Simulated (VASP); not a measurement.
Method: PBE GGA, VASP's PBE PAW potentials (set 64) (plane waves; VASP).

The input files of a VASP run:

File KPOINTS:
```
Regular mesh
0
G
  3 3 3
```

INCAR:
```
! general
SYSTEM  = PrBr3
PREC    = Accurate
ENCUT   = 300
LREAL   = .FALSE.   ! projection in real space or not
LASPH   = .TRUE.   ! aspherical one-centre terms

! electronic loop
EDIFF   = 1E-6
NELM    = 100
ALGO    = Normal
LMAXMIX = 6   ! l cut-off of mixed one-centre charges

! smearing
ISMEAR  = 0
SIGMA   = 0.272   ! width (eV)

! functional
GGA     = PE   ! PBE

! spin
ISPIN   = 2   ! spin-polarised
MAGMOM  = 2.0 3*0.0

! ions
ISIF    = 2   ! forces and stress, cell fixed

! output
LWAVE   = .FALSE.
LCHARG  = .FALSE.
LORBIT  = 11   ! lm-projected
```

### POSCAR
```
PrBr3
1
    5.5204410000     0.0000000000     0.0000000000
    0.0000000000     5.5204410000     0.0000000000
    0.0000000000     0.0000000000     5.5204410000
Pr Br
1 3
Direct
  0.0000000000   0.0000000000   0.0000000000
  0.5000000000   0.0000000000   0.0000000000
  0.0000000000   0.0000000000   0.5000000000
  0.0000000000   0.5000000000   0.0000000000
```

POTCAR, in this order: Pr Br (PBE.64 set). Program: vasp_std.

Q: What will the output report for the number of irreducible k-points (NKPTS), largest plane-wave count, number of space-group operations, FFT grid (NGX, NGY, NGZ)?

A: 
The number of irreducible k-points (NKPTS) is 4. The largest plane-wave count is 2003 and the number of space-group operations is 48. The FFT grid (NGX, NGY, NGZ) is 32 × 32 × 32.

The structure was generated: PrBr3 was put into an ordered model structure, which need not be its known phase. The cell was not relaxed at this level, and its volume differs by -5.9 % from the start's. The k-mesh is coarse (spacing up to 0.38 per Å, 2π included), so the numbers may not be converged in it.
